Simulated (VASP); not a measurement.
Data:

```
TiB
1.0
    3.86446     0.00000     0.00000
   -1.93223     3.34672     0.00000
    0.00000     0.00000     4.45269
Ti B
2 2
Cartesian
  0.00000   2.23115   4.17429
  1.93223   1.11557   1.94794
  0.00000   2.23115   1.94817
  1.93223   1.11557   4.17451
```

The numbers are results of PBE GGA, VASP's PBE PAW potentials (set 64) (plane waves; VASP), not measurements. Settings: 520 eV cut-off, Gaussian smearing of 0.050 eV, potentials Ti_sv B.

**Question.** Predict the band gap (along the path) with the smallest direct gap where there is one.

**Answer.** 
| Property | Result |
|---|---|
| band gap (along the path) | none (metal, semimetal or under 0.01 eV) |

Total energies compare only between runs with the same potentials, cut-off and functional.

The structure was generated: TiB was put into the wurtzite type (P6_3mc), which need not be its known phase. It was relaxed first, which changed the volume by -36 %. The relaxed cell has space group P6_3/mmc.
